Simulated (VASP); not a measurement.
# GaAs: structure and properties in VASP, part 2 of 2

What structure and properties does LDA give GaAs, and how near are they to the measured ones? The start is a cell from a database of measured crystal structures.

VASP 6.6.1, plane waves and PAW; the level of theory is named at each step.

So far, gap on the k-mesh (eV): step 2 (full relaxation (LDA)) 0.524; step 3 (second relaxation) 0.524; step 6 (total and projected DOS (LDA)) 0.525; step 7 (vibrations at Γ (LDA)) 0.524; step 8 (independent-particle dielectric function (LDA)) 0.525. The relaxed cell has a = 5.606 Å (conventional setting).

### 9. Bands along the symmetry lines (LDA + SOC)

This step: LDA, spin-orbit coupling; plane waves and PAW (Ga_d, As) (VASP 6.6.1).

The mesh alone shows little of the dispersion and can miss band extrema, so KPOINTS_OPT adds a path through the symmetry points after the self-consistent cycle. Spin-orbit coupling needs spinors and the noncollinear program, where each band holds one electron.

Contents of INCAR:

```
SYSTEM = GaAs
PREC = Accurate
ENCUT = 400
EDIFF = 1E-06
NELM = 100
ISMEAR = 0
SIGMA = 0.05
LREAL = .FALSE.
ALGO = Normal
GGA = CA
LNONCOLLINEAR = .TRUE.
MAGMOM = 0 0 0 0 0 0
NBANDS = 30
GGA_COMPAT = .FALSE.
LASPH = .TRUE.
LSORBIT = .TRUE.
LORBIT = 11
LWAVE = .FALSE.
LCHARG = .FALSE.
KPAR = 2
```

Contents of POSCAR:

```
GaAs
1.0
    0.0000000000      2.8028244386      2.8028244386
    2.8028244386      0.0000000000      2.8028244386
    2.8028244386      2.8028244386      0.0000000000
Ga As
1 1
Direct
    0.0000000000      0.0000000000      0.0000000000
    0.2500000000      0.2500000000      0.2500000000
```

Contents of KPOINTS:

```
Automatic mesh
0
Gamma
6 6 6
0 0 0
```

Contents of KPOINTS_OPT:

```
Line mode
16
Line-mode
Reciprocal
  0.00000000   0.00000000   0.00000000 GAMMA
  0.50000000   0.00000000   0.50000000 X

  0.50000000   0.00000000   0.50000000 X
  0.50000000   0.25000000   0.75000000 W

  0.50000000   0.25000000   0.75000000 W
  0.37500000   0.37500000   0.75000000 K

  0.37500000   0.37500000   0.75000000 K
  0.00000000   0.00000000   0.00000000 GAMMA

  0.00000000   0.00000000   0.00000000 GAMMA
  0.50000000   0.50000000   0.50000000 L

  0.50000000   0.50000000   0.50000000 L
  0.62500000   0.25000000   0.62500000 U

  0.62500000   0.25000000   0.62500000 U
  0.50000000   0.25000000   0.75000000 W

  0.50000000   0.25000000   0.75000000 W
  0.50000000   0.50000000   0.50000000 L

  0.50000000   0.50000000   0.50000000 L
  0.37500000   0.37500000   0.75000000 K

  0.62500000   0.25000000   0.62500000 U
  0.50000000   0.00000000   0.50000000 X
```

PAW data sets: Ga_d and As (LDA family, release 64).

Command:

```bash
> mpirun -np 2 vasp_ncl
```

It took 96 s on 2 MPI ranks of Intel Xeon Platinum 8488C (Sapphire Rapids), shared host; peak memory 0.47 GiB; 3.2 min of CPU time.

LASPH is switched on together with spin-orbit coupling, so the change from the scalar run holds both.

Numbers from this step:

* SCF cycles: 13
* bands: 30
* irreducible k-points: 22
* free energy (TOTEN): -9.633 eV
* Fermi energy: 4.379 eV
* pressure: 0.008295 GPa
* least gap on mesh and path: 0.4083 eV
* least direct gap on mesh and path: 0.4084 eV

On-site spin-orbit energy by atom:

```csv
atom,on-site spin-orbit energy (eV)
Ga1,-0.0126
As2,-0.0251
```

The electronic bands at the labelled points (eV, zero at the valence-band top; v1 is the highest filled band, c1 the lowest empty one):

```csv
point,v4,v3,v2,v1,c1,c2,c3,c4
Γ,0.00,0.00,0.00,0.00,0.41,0.41,3.43,3.43
0.53 of the way,-2.06,-2.06,-1.95,-1.95,1.64,1.64,3.00,3.00
X,-2.94,-2.94,-2.86,-2.86,1.17,1.17,1.42,1.42
0.53 of the way,-3.50,-3.40,-3.34,-3.31,2.43,2.47,2.67,2.74
W,-3.87,-3.75,-3.63,-3.59,4.40,4.53,4.59,4.62
0.53 of the way,-4.09,-4.02,-2.97,-2.95,2.61,2.63,4.51,4.58
K,-4.18,-4.12,-2.47,-2.46,1.71,1.71,4.45,4.51
0.53 of the way,-2.49,-2.44,-0.72,-0.72,2.48,2.54,4.39,4.44
Γ,0.00,0.00,0.00,0.00,0.41,0.41,3.43,3.43
0.47 of the way,-0.87,-0.87,-0.66,-0.66,1.33,1.33,4.33,4.33
L,-1.41,-1.41,-1.20,-1.20,0.82,0.82,4.43,4.43
0.47 of the way,-3.14,-3.09,-1.76,-1.75,2.18,2.20,4.39,4.41
U,-4.18,-4.12,-2.47,-2.46,1.71,1.71,4.45,4.51
0.47 of the way,-4.09,-4.02,-2.97,-2.95,2.61,2.63,4.51,4.58
W,-3.87,-3.75,-3.63,-3.59,4.40,4.53,4.59,4.62
0.53 of the way,-3.37,-3.32,-2.05,-2.02,2.73,2.78,3.93,3.95
L,-1.41,-1.41,-1.20,-1.20,0.82,0.82,4.43,4.43
0.47 of the way,-3.14,-3.09,-1.76,-1.75,2.18,2.20,4.39,4.41
K,-4.18,-4.12,-2.47,-2.46,1.71,1.71,4.45,4.51
jump to U,-4.18,-4.12,-2.47,-2.46,1.71,1.71,4.45,4.51
0.47 of the way,-3.54,-3.50,-2.77,-2.77,1.40,1.41,2.45,2.49
X,-2.94,-2.94,-2.86,-2.86,1.17,1.17,1.42,1.42
```

Of the projections kept (Ga, As), the largest for each band there; the rest of the weight can lie on other orbitals:

```csv
point,v4,v3,v2,v1,c1,c2,c3,c4
Γ,As 0.73,As 0.73,As 0.73,As 0.73,Ga 0.53,Ga 0.53,Ga 0.79,Ga 0.79
X,As 0.62,As 0.62,As 0.60,As 0.60,Ga 0.64,Ga 0.64,Ga 0.63,Ga 0.63
W,As 0.63,As 0.62,As 0.55,As 0.56,As 0.60,As 0.73,As 0.65,As 0.57
K,As 0.60,As 0.58,As 0.61,As 0.61,Ga 0.63,Ga 0.63,As 0.54,As 0.53
Γ,As 0.73,As 0.73,As 0.73,As 0.73,Ga 0.53,Ga 0.53,Ga 0.79,Ga 0.79
L,As 0.65,As 0.65,As 0.65,As 0.65,Ga 0.62,Ga 0.62,Ga 0.68,Ga 0.68
```

The gap moves by -0.12 eV against LDA, which ran on another mesh.

### 10. A semilocal run for the hybrid's start

This step: LDA; plane waves and PAW (Ga_d, As) (VASP 6.6.1).

A hybrid converges badly from random orbitals, so a cheap semilocal run writes a WAVECAR on the same mesh first.

Contents of INCAR:

```
SYSTEM = GaAs
PREC = Accurate
ENCUT = 400
EDIFF = 1E-05
NELM = 100
ISMEAR = 0
SIGMA = 0.05
LREAL = .FALSE.
ALGO = Normal
GGA = CA
NBANDS = 15
LORBIT = 11
LWAVE = .TRUE.
LCHARG = .FALSE.
KPAR = 2
```

POSCAR is that of step 9.

Contents of KPOINTS:

```
Automatic mesh
0
Gamma
4 4 4
0 0 0
```

Command:

```bash
> mpirun -np 2 vasp_std
```

Run time: 2 s. Hardware: 2 MPI ranks; peak memory 0.24 GiB.

A gap read on the k-mesh alone can miss the band edges.

This step gave:

```yaml
scf_cycles: 10
bands: 15
irreducible_k_points: 8
free_energy_toten: -9.449 eV
fermi_energy: 4.400 eV
pressure: 0.5738 GPa
gap_on_the_k_mesh: 0.5061 eV
least_direct_gap_on_the_k_mesh: 0.5061 eV
```

### 11. Band structure (HSE06)

This step: HSE06; plane waves and PAW (Ga_d, As) (VASP 6.6.1).

HSE06 mixes in a quarter of exact exchange at short range, at far higher cost; in semiconductors this cures much of the gap error, while metals seldom gain.

Contents of INCAR:

```
SYSTEM = GaAs
PREC = Accurate
ENCUT = 400
EDIFF = 1E-06
NELM = 100
ISMEAR = 0
SIGMA = 0.05
LREAL = .FALSE.
ALGO = Normal
LHFCALC = .TRUE.
AEXX = 0.25
GGA = PE
HFSCREEN = 0.2
LASPH = .TRUE.
NBANDS = 15
PRECFOCK = Fast
LORBIT = 11
LWAVE = .FALSE.
LCHARG = .FALSE.
KPAR = 2
```

POSCAR is that of step 10.

KPOINTS is that of step 10.

Edit KPOINTS_OPT of step 9 so:

```diff
@@ -1,3 +1,3 @@
 Line mode
-16
+6
 Line-mode
```

The WAVECAR or CHGCAR of an earlier step is read.

Command:

```bash
> mpirun -np 2 vasp_std
```

Run time: 4.1 min. Hardware: 2 MPI ranks; peak memory 0.47 GiB.

The k-mesh is coarse for exact exchange; levels may shift by about 0.1 eV on a finer one. The PAW data sets were made with LDA, a small mismatch for this functional.

This step gave:

```
free energy (TOTEN)               : -9.734 eV
Fermi energy                      : 4.201 eV
least gap on mesh and path        : 1.693 eV
least direct gap on mesh and path : 1.693 eV
```

The electronic bands at the labelled points (eV, zero at the valence-band top; v1 is the highest filled band, c1 the lowest empty one):

```csv
point,v3,v2,v1,c1,c2,c3,c4
Γ,0.00,0.00,0.00,1.69,4.59,4.59,4.59
0.60 of the way,-5.21,-2.26,-2.26,2.40,3.77,8.68,8.68
X,-7.49,-2.99,-2.99,2.07,2.37,11.76,11.76
0.60 of the way,-7.34,-3.63,-3.48,3.70,4.03,8.74,9.00
W,-7.26,-3.93,-3.70,5.51,5.79,6.52,6.91
0.60 of the way,-7.26,-4.22,-2.90,3.38,5.66,8.12,8.46
K,-7.26,-4.29,-2.51,2.67,5.60,9.27,9.33
0.60 of the way,-3.94,-1.95,-0.45,3.53,5.18,5.35,6.63
Γ,0.00,0.00,0.00,1.69,4.59,4.59,4.59
0.60 of the way,-5.33,-0.92,-0.92,2.24,5.60,5.60,7.97
L,-7.33,-1.26,-1.26,1.90,5.50,5.50,8.73
0.40 of the way,-7.21,-2.79,-1.64,3.14,5.30,6.40,9.14
U,-7.26,-4.29,-2.51,2.67,5.60,9.27,9.33
0.40 of the way,-7.26,-4.22,-2.90,3.38,5.66,8.12,8.46
W,-7.26,-3.93,-3.70,5.51,5.79,6.52,6.91
0.60 of the way,-7.18,-3.05,-1.84,3.57,4.97,6.87,9.10
L,-7.33,-1.26,-1.26,1.90,5.50,5.50,8.73
0.60 of the way,-7.12,-3.70,-1.97,3.18,6.13,7.35,8.26
K,-7.26,-4.29,-2.51,2.67,5.60,9.27,9.33
jump to U,-7.26,-4.29,-2.51,2.67,5.60,9.27,9.33
0.40 of the way,-7.40,-3.73,-2.81,2.37,3.72,10.38,10.56
X,-7.49,-2.99,-2.99,2.07,2.37,11.76,11.76
```

Of the projections kept (Ga, As), the largest for each band there; the rest of the weight can lie on other orbitals:

```csv
point,v3,v2,v1,c1,c2,c3,c4
Γ,As 0.73,As 0.73,As 0.73,Ga 0.52,Ga 0.78,Ga 0.78,Ga 0.78
X,Ga 0.72,As 0.61,As 0.61,Ga 0.63,Ga 0.64,Ga 0.57,Ga 0.57
W,Ga 0.74,As 0.63,As 0.57,As 0.72,As 0.54,Ga 0.71,Ga 0.73
K,Ga 0.72,As 0.60,As 0.62,Ga 0.63,As 0.53,Ga 0.55,Ga 0.55
Γ,As 0.73,As 0.73,As 0.73,Ga 0.52,Ga 0.78,Ga 0.78,Ga 0.78
L,Ga 0.61,As 0.65,As 0.65,Ga 0.62,Ga 0.67,Ga 0.67,As 0.53
```

The gap moves by +1.17 eV against LDA, which ran on another mesh.

### 12. Bands along the symmetry lines (TB-mBJ)

This step: TB-mBJ; plane waves and PAW (Ga_d, As) (VASP 6.6.1).

Levels along the symmetry lines show where the bands peak and cross; KPOINTS_OPT computes them in the converged potential. TB-mBJ is a local potential fitted to gaps: it costs far less than a hybrid but gives no energy.

Contents of INCAR:

```
SYSTEM = GaAs
PREC = Accurate
ENCUT = 400
EDIFF = 1E-06
NELM = 150
ISMEAR = 0
SIGMA = 0.05
LREAL = .FALSE.
ALGO = Normal
METAGGA = MBJ
LASPH = .TRUE.
NBANDS = 21
LORBIT = 11
LWAVE = .FALSE.
LCHARG = .FALSE.
KPAR = 2
```

POSCAR is that of step 11.

Contents of KPOINTS:

```
Automatic mesh
0
Gamma
7 7 7
0 0 0
```

Edit KPOINTS_OPT of step 11 so:

```diff
@@ -1,3 +1,3 @@
 Line mode
-6
+16
 Line-mode
```

Command:

```bash
> mpirun -np 2 vasp_std
```

Elapsed: 37 s, on 2 MPI ranks; peak memory 0.33 GiB.

This functional is a potential without an energy, so its energies, forces and stress mean nothing and are not read.

Numbers from this step:

* SCF cycles: 31
* bands: 21
* irreducible k-points: 20
* Fermi energy: 4.647 eV
* least gap on mesh and path: 1.798 eV
* least direct gap on mesh and path: 1.798 eV

The electronic bands at the labelled points (eV, zero at the valence-band top; v1 is the highest filled band, c1 the lowest empty one):

```csv
point,v3,v2,v1,c1,c2,c3,c4
Γ,0.00,0.00,0.00,1.80,4.22,4.22,4.22
0.53 of the way,-4.00,-1.75,-1.75,2.47,3.90,7.42,7.42
X,-6.52,-2.61,-2.61,2.08,2.26,11.14,11.14
0.53 of the way,-6.42,-3.09,-2.97,3.27,3.48,8.66,8.82
W,-6.32,-3.43,-3.22,5.18,5.28,6.17,6.54
0.53 of the way,-6.32,-3.64,-2.63,3.43,5.28,7.39,7.77
K,-6.33,-3.73,-2.20,2.58,5.22,8.66,8.76
0.53 of the way,-3.98,-2.11,-0.56,3.44,5.15,5.18,6.27
Γ,0.00,0.00,0.00,1.80,4.22,4.22,4.22
0.47 of the way,-3.56,-0.59,-0.59,2.39,5.03,5.03,6.43
L,-6.39,-1.11,-1.11,1.88,5.08,5.08,8.66
0.47 of the way,-6.25,-2.71,-1.53,3.06,5.14,6.17,8.42
U,-6.33,-3.73,-2.20,2.58,5.22,8.66,8.76
0.47 of the way,-6.32,-3.64,-2.63,3.43,5.28,7.39,7.77
W,-6.32,-3.43,-3.22,5.18,5.28,6.17,6.54
0.53 of the way,-6.22,-2.93,-1.78,3.60,4.68,6.73,8.41
L,-6.39,-1.11,-1.11,1.88,5.08,5.08,8.66
0.47 of the way,-6.25,-2.71,-1.53,3.06,5.14,6.17,8.42
K,-6.33,-3.73,-2.20,2.58,5.22,8.66,8.76
jump to U,-6.33,-3.73,-2.20,2.58,5.22,8.66,8.76
0.47 of the way,-6.47,-3.15,-2.49,2.28,3.26,10.00,10.06
X,-6.52,-2.61,-2.61,2.08,2.26,11.14,11.14
```

Of the projections kept (Ga, As), the largest for each band there; the rest of the weight can lie on other orbitals:

```csv
point,v3,v2,v1,c1,c2,c3,c4
Γ,As 0.75,As 0.75,As 0.75,Ga 0.51,Ga 0.75,Ga 0.75,Ga 0.75
X,Ga 0.69,As 0.65,As 0.65,Ga 0.60,Ga 0.62,Ga 0.54,Ga 0.54
W,Ga 0.71,As 0.67,As 0.61,As 0.71,As 0.55,Ga 0.67,Ga 0.69
K,Ga 0.69,As 0.64,As 0.66,Ga 0.61,As 0.55,Ga 0.51,As 0.51
Γ,As 0.75,As 0.75,As 0.75,Ga 0.51,Ga 0.75,Ga 0.75,Ga 0.75
L,Ga 0.58,As 0.69,As 0.69,Ga 0.61,Ga 0.64,Ga 0.64,As 0.57
```

The gap moves by +1.27 eV against LDA.

### 13. What came out

| Item | Value |
| --- | --- |
| relaxed volume | 22.02 Å³/atom |
| relaxed conventional cell a, b, c | 5.606, 5.606, 5.606 Å |
| space group after relaxing, within 0.02 Å | F-43m (No. 216) |
| band gap | 0.523 eV, direct |
| gap among the points of the DOS mesh alone, an upper bound | 0.525 eV |
| highest zone-centre mode | 270 cm⁻¹ |
| strongest peak of ε2, mean over directions | 4.17 eV |
| band gap (LDA + SOC) | 0.408 eV, direct |
| band gap (HSE06) | 1.69 eV, direct |
| band gap (TB-mBJ) | 1.80 eV, direct |

**Reading.** With LDA, GaAs relaxes to 22.02 Å³/atom in space group F-43m (held by the symmetry of the run) and has a direct gap of 0.523 eV (1.69 eV with HSE06). Against the listed cell the volume lies -2.5 %. Vibrations at Γ (LDA): The highest mode in this list at Γ, 270.3 cm⁻¹, has its largest share on Ga (52 % of the kinetic energy). Bands along the symmetry lines (LDA + SOC): On this path the gap is direct, 0.41 eV, with the valence top at Γ and the conduction bottom at Γ. Band structure (HSE06): The path shows a direct gap of 1.69 eV (valence top at Γ, conduction bottom at Γ). Bands along the symmetry lines (TB-mBJ): On this path the gap is direct, 1.80 eV, with the valence top at Γ and the conduction bottom at Γ. The other levels ran on the cell relaxed with LDA, and without spin-orbit coupling unless named. The gaps belong to a cell whose volume lies -2.5 % from the listed one, and gaps move with volume, which bears on their distance from experiment. LASPH was switched on together with spin-orbit coupling, so shifts put down to the coupling hold both changes. Spin-orbit coupling moves the gap of LDA by -0.12 eV and its direct gap by -0.12 eV; the levels run without it lack a shift of about this size, which bears on their distance from experiment. Semilocal functionals usually underestimate gaps. Modes at Γ alone can't show that the crystal is stable at other wave vectors, and the LO-TO splitting is not included. No search among competing phases was made, and a listed structure need not be the one stable at ambient conditions. All values are for a static lattice at zero temperature.

Computed beside measured:

```
                  quantity  measured              LDA  LDA, spin-orbit coupling            HSE06           TB-mBJ
    lattice constant a (Å)     5.653   5.606 (-0.8 %)                         -                -                -
band gap (direct gap) (eV)     1.412  0.52 (-0.89 eV)           0.41 (-1.00 eV)  1.69 (+0.28 eV)  1.80 (+0.39 eV)
```

Cost of the run behind each value, in core time: LDA 44 s, LDA, spin-orbit coupling 3.2 min, HSE06 8.2 min, TB-mBJ 74 s.

Measured values from pmc:9457441 (2022) and arxiv:0805.2212 (2008).

**Verdict.** The lattice constant a is off by -0.8 %: fair agreement. For the band gap, of the levels listed nearest comes HSE06 (+0.28 eV, fair agreement) and farthest LDA, spin-orbit coupling (-1.00 eV, a clear miss). Zero-point and thermal motion shift the measured gap. The grades are ours: good and fair within 0.7 and 1.5 % for the lattice constant a. For lattice constants the calculation has a static lattice, without zero-point motion or thermal expansion.

[Lines on the potential files, build, host, timing and source positions are cut from VASP's logs without a mark.]

[Logs are printed without paths, hosts, clocks, repeated set-up lines and the standing remarks that a program may print on its own settings, such as how far it seeks lower states.]

[Hosts, paths, dates, database ids (printed as entryN), source tags and the programs' standing remarks are cut or masked in the printed files.]

[A measured line is paired with the nearest computed mode of its activity, which favours agreement.]
